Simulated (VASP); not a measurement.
P:

```
P
1.0
     1.65820   -5.24200    0.00000
     1.65820    5.24200    0.00000
     0.00000    0.00000    4.37930
P
4
Direct
  0.89838 0.10162 0.08068
  0.60162 0.39838 0.58068
  0.10162 0.89838 0.91932
  0.39838 0.60162 0.41932
```

* Program: VASP 6.6.1
* Task: relaxation of cell and atoms
* Functional: PBE
* Dispersion: D3(BJ)
* Potentials or basis: VASP PAW PBE potentials, release 64 (P)
* Cutoff: 600 eV
* k mesh: 12 × 12 × 8
* Occupations: methfessel-paxton, width 0.1 eV
* Spin: no spin polarisation

At the start: pressure -1.4 GPa; volume 19.03 Å³/atom.

Q: Where does the relaxation end?

A: Over 11 steps the energy falls by 8.2 meV/atom and the volume is 17.67 Å³/atom (-7.2 %); space group Cmce (No. 64, to 0.05 Å).

Step by step:
```
step  energy change (eV)  largest force (eV/Å)  pressure (GPa)  volume (Å³)
   1              0.0000                0.0748           -1.43        76.13
   2             -0.0086                0.2290            0.40        74.27
   3             -0.0088                0.2063            0.14        74.51
   4             -0.0158                0.1105            0.02        73.86
   5             -0.0198                0.1020           -0.17        72.78
   6             -0.0249                0.0839           -0.14        72.21
   7             -0.0320                0.0436            0.02        70.69
   8             -0.0323                0.0416            0.06        70.33
   9             -0.0328                0.0100            0.07        70.51
  10             -0.0328                0.0098            0.07        70.58
  11             -0.0329                0.0094           -0.04        70.68
```

Final structure:
```yaml
crystal:
  lattice:
    - [1.65751, -5.09665, 0.00000]
    - [1.65751, 5.09665, 0.00000]
    - [0.00000, 0.00000, 4.18326]
  atoms:
    - { symbol: P, position: [0.89392, 0.10608, 0.07306] }
    - { symbol: P, position: [0.60608, 0.39392, 0.57306] }
    - { symbol: P, position: [0.10608, 0.89392, 0.92694] }
    - { symbol: P, position: [0.39392, 0.60608, 0.42694] }
```

Caveat: pairwise dispersion overbinds metals, which lowers pressure and volume.
